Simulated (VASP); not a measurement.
A convergence study with VASP on SnO2 (rutile): one setting is varied, all else stays as given below, so the limit is that of these other settings. ε∞ is the independent-particle value.

```
CELL_PARAMETERS angstrom
      4.74000     0.00000     0.00000
      0.00000     4.74000     0.00000
      0.00000     0.00000     3.19000
ATOMIC_POSITIONS crystal
  Sn 0.00000 0.00000 0.00000
  Sn 0.50000 0.50000 0.50000
  O  0.30700 0.30700 0.00000
  O  0.80700 0.19300 0.50000
  O  0.19300 0.80700 0.50000
  O  0.69300 0.69300 0.00000
```

These are PBE GGA, VASP's PBE PAW potentials (set 64) (plane waves; VASP 6.6.1) values and carry that method's errors. The tightest run used: 700 eV cut-off, 4×4×6 Γ-centred mesh, Gaussian smearing of 0.050 eV, potentials Sn_d O.

Question: The settings run are NBANDS = 27; NBANDS = 28; NBANDS = 30; NBANDS = 34; NBANDS = 42; NBANDS = 58; NBANDS = 90; NBANDS = 154. From which on does the mean ε∞ stay within 0.3  of the tightest run?

Answer: From NBANDS = 42 on: it is off by 0.23 there and by no more than 0.3 in any finer run, while NBANDS = 34 is off by 0.68.
```
setting       mean ε∞  bands  difference judged ()
------------  -------  -----  --------------------
NBANDS = 27      2.35     27                  2.20
NBANDS = 28      2.85     28                  1.71
NBANDS = 30      3.47     30                  1.08
NBANDS = 34      3.88     34                  0.68
NBANDS = 42      4.32     42                  0.23
NBANDS = 58      4.46     58                  0.09
NBANDS = 90      4.53     90                  0.02
NBANDS = 154     4.56    154                  0.00
```

Left out are rungs that failed or repeat a setting and relaxations that didn't move; long series are thinned to 24 rows.

The compound is SnO2 in the rutile structure. The cell was not relaxed at this level, forces remain on its atoms.
